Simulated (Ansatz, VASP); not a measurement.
**NiO in two plane-wave programs**

Wanted: the spread between two codes on one cell, functional and k mesh. The cell is taken from a series of runs on this material, whose earlier steps may have relaxed, scaled, displaced or heated it; both programs get it as it stands.

Method: plane waves, with VASP 6.6.1 beside it; relaxation of cell and atoms at PBE, DFT+U, in Ansatz 0.2.0.

## Step 1: Set-up

The structure is cubic, space group Fm-3m (No. 225). Conventional cell: a = 4.172 Å, b = 4.172 Å, c = 4.172 Å, α = 90.00°, β = 90.00°, γ = 90.00°. Nearest to Ni lie 6 O at 2.09 Å. Nearest to O lie 6 Ni at 2.09 Å. Farther neighbours and most contacts between anions are not listed.

## Step 2: Ansatz: relaxation of cell and atoms, PBE, DFT+U

Ansatz runs on its default PAW (the set named soft_2) files.

The relaxed volume is the usual yardstick between codes: in a stiff, nearly cubic crystal its relative difference is about their pressure difference at one cell divided by the bulk modulus.

input.yaml reads:

```yaml
crystal:
  lattice:
    - [2.0859016414, 4.1718032828, 2.0859016414]
    - [4.1718032828, 2.0859016414, 2.0859016414]
    - [4.1718032828, 4.1718032828, 0.0]
  atoms:
    - { symbol: Ni, position: [0.0, 0.0, 0.0], spin: 2.0 }
    - { symbol: O, position: [0.5, 0.5, 0.75] }
    - { symbol: Ni, position: [0.0, 0.0, 0.5], spin: -2.0 }
    - { symbol: O, position: [0.5, 0.5, 0.25] }
kpoints:
  mp_grid: { grid: [9, 9, 9] }
hamiltonian:
  xc: pbe
  hubbard: { sites: [{ species: Ni, l: d, u_eff: 6.2 }] }
scf:
  occupations: { method: gaussian, width: 0.02 }
output:
  forces: true
  stress: true
  eigenvalues: true
  populations: true
  write_density: true
  write_potential: true
  elf: true
  volumetric_format: npy
magnetization:
  spin_polarized: true
relax:
  adjacent_minimum: "off"
  f_tol: 0.005
  max_steps: 60
  cell: { stress_tol: 0.03 }
```

Command:

```
$ ansatz run input.yaml --threads 4 --pin off --max-ram 8192MiB --backend cpu --events-out ev --progress --plain --runs-dir out
```

Numbers of over 12 decimals in the logs are rounded to 6 here.

Output:

```text
basis.fft_grid_basis auto: the FFT boxes are laid along the combinations [[1, -1, 0], [0, 1, 0], [0, -1, 1]] of the cell's own vectors, 2.950, 5.109 and 2.950 Å long. The dense box has 20×36×20 points. Along the cell's own vectors, as sized, it would have 36×36×40, 3.60 times as many. Of the 12 symmetry operations that the crystal satisfies within crystal.symmetry.tolerance (time reversal apart; of a slab, those that [...]
Ni: projections on atomic orbitals take those of the free atom [Ne] 3s2 3p6 3d8 4s2, of charge +0.00 (hamiltonian.pseudopotentials.projection_atoms); the dataset's partial waves leave at most 1.6e-6 of an orbital's norm unspanned inside its sphere
O: projections on atomic orbitals take those of the free atom [He] 2s2 2p4, of charge +0.00 (hamiltonian.pseudopotentials.projection_atoms); the dataset's partial waves leave at most 1.9e-8 of an orbital's norm unspanned inside its sphere
Engine: ansatz 0.2.0, aarch64-unknown-linux-gnu
Pseudopotentials: kind: paw
Pseudopotential: Ni, paw, valence charge 18, recommended cutoff 420 eV (normal), Ni.paw.azcp
Pseudopotential: O, paw, valence charge 6, recommended cutoff 420 eV (normal), O.paw.azcp
Functional definition: PBE
  parameter kappa = 0.804
  parameter beta = 0.066725
  exchange = pbe_x(kappa = kappa, mu = beta*pi^2/3)
  correlation = pbe_c(beta = beta)
Crystal: 4 atoms, lattice volume = 36.303 Å³
Basis set: ecut = 420 eV, 683 PW (Γ), FFT grids on a1−a2, a2, −a2+a3, exchange–correlation on 40×72×40 points (8 copies of the dense FFT grid, shifted against one another)
Bands: 32, of which v1, the nominal top of the filled ones, is band 24 counted from 1 (23 counted from 0)
Symmetry: 12 space group operations
Space group: R-3m (ITA 166), of the structure as read, at distance tolerance 3.3e-5 Å
Magnetic group: BNS 166.102 (UNI 1332), of the structure as read, at distance tolerance 3.3e-5 Å
k-points: 85 of 729
Non-local potential: Ni, projectors of the file, l = 0: 3, l = 1: 2, l = 2: 3, l = 3: 1
Non-local potential: O, projectors of the file, l = 0: 2, l = 1: 2, l = 2: 1
PAW form: soft (Blöchl's): semilocal exchange-correlation on the pseudo side does not see the compensation charge
PAW one-centre angular grid: Ni, 590 points (default); XC on 64 Gauss nodes
PAW one-centre angular grid: O, 110 points (default); XC on 64 Gauss nodes
Initial density: superposition of atomic densities (chi_scale 0.1, normalization cell, long waves kept (reshape's long-wave potential 0.00 eV rms))
Starting moments: Σ|m| = 4 μB on 2 of 4 sites
Starting magnetic order: antiferromagnet; a translation exchanges its spin sublattices: spin-degenerate at every k-point
Initial wavefunctions: pseudopotential atomic-orbital guess
Functional: x = pbe(κ = 0.804, μ = 0.219515), c = pbe(β = 0.066725)
SCF iter   1: F=—  HF=-12811.410675 eV  |F-HF|=—  |Δ(HF+E_count)|=         —  Δρ=2.82e-1 (↑2.82e-1 ↓2.82e-1)  dr2=5.99e1  dr2_m=8.75e0  M=0.000 μB ∫|m|=1.078 μB  β_m=0.30  ethr=3.10e-3  ⟨swp⟩=5.0  Hψ=10028  notcnv=0
preconditioner: auto → Kerker (q_TF=auto, 2.858 Å⁻¹)  [metal: Δε(μ)=0.015 eV  Ē_g=14.944 eV  σ=0.020 eV  W_gap=0.37  n_scr=16 (ndim 8)  ℏωp=34.9 eV  f_vac=0.000  D(μ)=2.46/eV (n_scr^D=28)]
spin=Collinear: Kerker preconditioning applied to the charge; magnetization (m = ρ↑ − ρ↓) channel mixes plain (no charge-response kernel on spin).
SCF iter   2: F=—  HF=-12805.618433 eV  |F-HF|=—  |Δ(HF+E_count)|=    5.79e0  Δρ=6.14e-2 (↑6.14e-2 ↓6.14e-2)  dr2=8.94e-1  dr2_m=4.31e-1  M=0.000 μB ∫|m|=2.914 μB  β_m=0.30  ethr=3.10e-3  ⟨swp⟩=4.0  Hψ=6711  notcnv=0  defer=262
preconditioner: auto → none  [insulator: Δε(μ)=0.704 eV  Ē_g=13.979 eV  σ=0.020 eV  W_gap=1.00  n_scr=16 (ndim 8)  ℏωp=34.9 eV  f_vac=0.000  D(μ)=0.00/eV (n_scr^D=0)  ε∞_Penn≈7.2]
SCF iter   3: F=—  HF=-12806.862762 eV  |F-HF|=—  |Δ(HF+E_count)|=    1.24e0  Δρ=4.50e-2 (↑4.50e-2 ↓4.50e-2)  dr2=3.60e-1  dr2_m=3.00e-1  M=0.000 μB ∫|m|=3.078 μB  β_m=1.00  ethr=1.86e-3  ⟨swp⟩=3.0  Hψ=5053  notcnv=0  defer=295
SCF iter   4: F=—  HF=-12807.824522 eV  |F-HF|=—  |Δ(HF+E_count)|=   9.62e-1  Δρ=1.45e-2 (↑1.45e-2 ↓1.45e-2)  dr2=7.84e-2  dr2_m=2.44e-2  M=0.000 μB ∫|m|=3.217 μB  β_m=1.00  ethr=7.50e-4  ⟨swp⟩=3.0  Hψ=5805  notcnv=0  defer=296
[...]
Crystal: 4 atoms, lattice volume = 38.400 Å³
iter 1 solved again at ethr=7.74e-8 eV; its pass at ethr=3.10e-3 eV (dr2=3.72e-5 eV) is discarded
SCF iter   1: F=—  HF=-12809.621858 eV  |F-HF|=—  |Δ(HF+E_count)|=         —  Δρ=1.86e-4 (↑1.86e-4 ↓1.86e-4)  dr2=3.08e-5  dr2_m=3.01e-6  M=0.000 μB ∫|m|=3.627 μB  β_m=0.30  ethr=7.74e-8  ⟨swp⟩=2.0  Hψ=12007  notcnv=0
preconditioner: auto → none  [insulator: Δε(μ)=2.781 eV  Ē_g=14.595 eV  σ=0.020 eV  W_gap=1.00  n_scr=16 (ndim 8)  ℏωp=33.9 eV  f_vac=0.000  D(μ)=0.00/eV (n_scr^D=0)  ε∞_Penn≈6.4]
SCF iter   2: F=—  HF=-12809.621855 eV  |F-HF|=—  |Δ(HF+E_count)|=   3.01e-6  Δρ=1.06e-4 (↑1.06e-4 ↓1.06e-4)  dr2=4.47e-6  dr2_m=1.29e-6  M=0.000 μB ∫|m|=3.626 μB  β_m=0.33  ethr=6.42e-8  ⟨swp⟩=2.0  Hψ=3781  notcnv=0
SCF iter   3: F=—  HF=-12809.621857 eV  |F-HF|=—  |Δ(HF+E_count)|=   1.62e-6  Δρ=6.33e-5 (↑6.33e-5 ↓6.33e-5)  dr2=1.43e-6  dr2_m=6.69e-7  M=0.000 μB ∫|m|=3.626 μB  β_m=0.45  ethr=9.30e-9  ⟨swp⟩=2.3  Hψ=3385  notcnv=0
SCF iter   4: F=-12809.621859 eV  HF=-12809.621859 eV  |F-HF|=1.70e-7  |Δ(HF+E_count)|=   1.81e-6  Δρ=2.12e-5 (↑2.12e-5 ↓2.12e-5)  dr2=1.60e-7  dr2_m=6.82e-8  M=0.000 μB ∫|m|=3.626 μB  ethr=8.33e-10  ⟨swp⟩=6.0  Hψ=16805  notcnv=0
SCF 6 converged in 4 iterations: F = -12809.621859 eV  dr2 = 1.60e-7
relax step   6: F+E_penalty+E_count = -12809.62185879 eV  Δ(F+E_penalty+E_count) = +2.574e-4 eV  max|allowed force component| = 4.955e-29 eV/Å  Δτ_max = 0.0000 Å  P = +0.019 GPa  Ω = 38.400 Å³  energy of the carried Pulay correction = -3.774e-4 eV  (4 SCF iters, dr2 threshold 4.00e-7 eV, accepted)
iter 1 solved again at ethr=9.07e-9 eV; its pass at ethr=3.10e-3 eV (dr2=4.35e-6 eV) is discarded
SCF iter   1: F=—  HF=-12809.622206 eV  |F-HF|=—  |Δ(HF+E_count)|=         —  Δρ=2.08e-5 (↑2.08e-5 ↓2.08e-5)  dr2=1.36e-7  dr2_m=6.27e-8  M=0.000 μB ∫|m|=3.626 μB  β_m=0.30  ethr=9.07e-9  ⟨swp⟩=3.5  Hψ=18383  notcnv=0
preconditioner: auto → none  [insulator: Δε(μ)=2.782 eV  Ē_g=14.597 eV  σ=0.020 eV  W_gap=1.00  n_scr=16 (ndim 8)  ℏωp=33.9 eV  f_vac=0.000  D(μ)=0.00/eV (n_scr^D=0)  ε∞_Penn≈6.4]
SCF iter   2: F=—  HF=-12809.622206 eV  |F-HF|=—  |Δ(HF+E_count)|=   1.17e-7  Δρ=1.46e-5 (↑1.46e-5 ↓1.46e-5)  dr2=4.33e-8  dr2_m=3.39e-8  M=0.000 μB ∫|m|=3.626 μB  β_m=0.52  ethr=2.83e-10  ⟨swp⟩=2.4  Hψ=4618  notcnv=0
SCF iter   3: F=—  HF=-12809.622206 eV  |F-HF|=—  |Δ(HF+E_count)|=   1.41e-7  Δρ=7.88e-6 (↑7.88e-6 ↓7.88e-6)  dr2=5.41e-8  dr2_m=3.73e-9  M=0.000 μB ∫|m|=3.626 μB  β_m=0.46  ethr=9.01e-11  ⟨swp⟩=2.0  Hψ=4675  notcnv=0
SCF iter   4: F=—  HF=-12809.622206 eV  |F-HF|=—  |Δ(HF+E_count)|=   2.19e-9  Δρ=2.00e-6 (↑2.00e-6 ↓2.00e-6)  dr2=3.10e-9  dr2_m=3.32e-10  M=0.000 μB ∫|m|=3.626 μB  β_m=0.39  ethr=9.01e-11  ⟨swp⟩=2.1  Hψ=3913  notcnv=0
SCF iter   5: F=—  HF=-12809.622206 eV  |F-HF|=—  |Δ(HF+E_count)|=  2.91e-10  Δρ=7.27e-7 (↑7.27e-7 ↓7.27e-7)  dr2=7.47e-11  dr2_m=1.19e-10  M=0.000 μB ∫|m|=3.626 μB  β_m=0.70  ethr=6.45e-12  ⟨swp⟩=2.0  Hψ=3892  notcnv=0
SCF iter   6: F=—  HF=-12809.622206 eV  |F-HF|=—  |Δ(HF+E_count)|=  4.09e-10  Δρ=2.24e-7 (↑2.24e-7 ↓2.24e-7)  dr2=7.09e-12  dr2_m=9.45e-12  M=0.000 μB ∫|m|=3.626 μB  β_m=0.85  ethr=1.00e-12  ⟨swp⟩=5.8  Hψ=11380  notcnv=0
SCF iter   7: F=-12809.622206 eV  HF=-12809.622206 eV  |F-HF|=1.82e-12  |Δ(HF+E_count)|=  5.09e-11  Δρ=1.30e-7 (↑1.30e-7 ↓1.30e-7)  dr2=4.29e-12  dr2_m=3.47e-12  M=0.000 μB ∫|m|=3.626 μB  ethr=1.00e-12  ⟨swp⟩=5.0  Hψ=10063  notcnv=0
SCF 7 converged in 7 iterations: F = -12809.622206 eV  dr2 = 4.29e-12
relax step   7: F+E_penalty+E_count = -12809.62220602 eV  Δ(F+E_penalty+E_count) = -3.472e-4 eV  max|allowed force component| = 2.478e-29 eV/Å  Δτ_max = 0.0000 Å  P = +0.025 GPa  Ω = 38.400 Å³  stress off target by 2.59e-2 GPa  SCF on the basis re-selected at this cell (its energy is not comparable with the rows above)  (7 SCF iters)
basis re-selected at this cell: Δ(F+E_penalty+E_count) = -3.472e-4 eV, ΔP = +0.006 GPa vs the last step (what re-selecting the basis moved, of the pressure what is left beyond the Pulay correction that the steps carried, after the strain that the cell walked since its last selection, with what the two solves' SCF thresholds leave and, on support functions, any second-order correction that the steps lacked; it is no m [...]
SCF converged after 7 iterations
Magnetization: 0.0000 μB (24.0000 up, 24.0000 down)
Absolute magnetization: 3.6236 μB (∫|ρ↑−ρ↓|, with the PAW one-centre terms)
Spin contamination: 1.9329 ħ² per cell (⟨S²⟩ above its minimum at these occupations)
Per-site moments (μB) at R_I (Å): [(1.685014, 0.876697), (1.0897532443503865e-16, 0.876697), (-1.685014, 0.876697), (-5.070632341765973e-17, 0.876697)]
Free energy (F): -12809.622206 eV
Harris-Foulkes:  -12809.622206 eV  (|F-HF|=1.82e-12)
Internal energy: -12809.622206 eV  (E = F + TS)
E sigma→0 (E₀):  -12809.622206 eV
Fermi energy:    13.419388 eV
--- Per-component energies (eV) ---
  E_band       = -759.098000
  E_kinetic    = 897.124152
  E_local      = -8154.174324  (includes V_loc(G=0)·N_el)
  E_nonlocal   = 1380.057428
  E_hartree    = 3344.668012
  E_xc         = -311.219033
  E_vxc        = -399.080593  (∫ρ·V_xc dr)
  E_hubbard    = 1.639262  (on-site DFT+U / exact-exchange correction)
  E_vhub       = -47.966777  (the Hubbard potential's part of the band-sum identity)
  E_paw        = -3578.876833  (= ΣΔE_a)
  E_vpaw       = -1124.399984  (= ΣTr[D̂ρ^β])
  E_aug_tail   = 0.006186  (compensation charges beyond the density's cutoff)
  E_ewald      = -6388.847057
  E_smearing   = -0.000000  (= −TS)
  E_closure    = 0.000000  (closes the sum)
  Σ components = -12809.622206   (vs F -12809.622206, Δ=0.00e0)
--- Forces (eV/Å), atoms counted from 1 ---
  atom   1  Ni     0.00000000     0.00000000     0.00000000
  atom   2  O      0.00000000     0.00000000     0.00000000
  atom   3  Ni    -0.00000000    -0.00000000     0.00000000
  atom   4  O     -0.00000000    -0.00000000    -0.00000000
  max |Σ_I F_I| component: 1.01e-28 eV/Å
--- Stress (GPa, compression-positive) ---
        0.025311      -0.000578      -0.000578
       -0.000578       0.025311      -0.000578
       -0.000578      -0.000578       0.025311
  P = ⅓ Tr σ = 0.0253 GPa (0.253 kbar)
--- Band table (eV; the first three rows and the last of 170) ---
  k-point 0 ↑: bands = [... 20 lower, 11.2136, 11.2253, 11.2768, 11.2768, 14.8101, 16.1959, 16.1959, 18.9107, ... 4 higher]
  k-point 1 ↑: bands = [... 20 lower, 10.9272, 10.9928, 11.4684, 11.5496, 15.5617, 16.1024, 16.1721, 19.6569, ... 4 higher]
  k-point 2 ↑: bands = [... 20 lower, 10.5446, 10.5681, 11.3939, 11.5727, 15.6858, 16.1260, 17.5175, 21.1545, ... 4 higher]
  k-point 84 ↓: bands = [... 20 lower, 10.6222, 10.6222, 12.0285, 12.0285, 16.0273, 16.0273, 17.2551, 17.9510, ... 4 higher]
Occupation matrices written to <dir>
--- Relaxed structure (5 steps of the walk, 5 accepted, 2 SCFs on fresh bases) ---
  F+E_penalty+E_count = -12809.62220602 eV   max|allowed force component| = 2.478e-29 eV/Å   (the final SCF, on the basis selected at the relaxed cell)
  cell:  # Å, volume = 38.4005 Å³
    - [2.122769, 4.248947, 2.122769]
    - [4.248947, 2.122769, 2.122769]
    - [4.248947, 4.248947, -0.00340923]
  atoms:
    - { symbol: Ni, position: [0, 0, 0] }
    - { symbol: O, position: [0.500000, 0.500000, 0.750000] }
    - { symbol: Ni, position: [0, 0, 0.5] }
    - { symbol: O, position: [0.500000, 0.500000, 0.25] }
--- Löwdin populations: 4 sites ---
  site symbol       q [e]    m [muB]
     0     Ni     16.8035     1.6839
     1      O      7.0752     0.0000
     2     Ni     16.8035    -1.6839
     3      O      7.0752     0.0000
  spilling = 0.005053 (of n_electrons = 48.000000)
```

In the SCF lines HF is the Harris–Foulkes energy and dr2 the Hartree energy of the density residual, in eV; the loop may stop once dr2 is under the threshold and the program's other checks hold. Hψ counts applications of the Hamiltonian.

(Continued in part 2 of 2.)

[Lines on the potential files, build, host, timing and source positions are cut from VASP's logs without a mark.]

[Logs are printed without paths, hosts, clocks, repeated set-up lines and the standing remarks that a program may print on its own settings, such as how far it seeks lower states.]

[Hosts, paths, dates, database ids (printed as entryN), source tags and the programs' standing remarks are cut or masked in the printed files.]
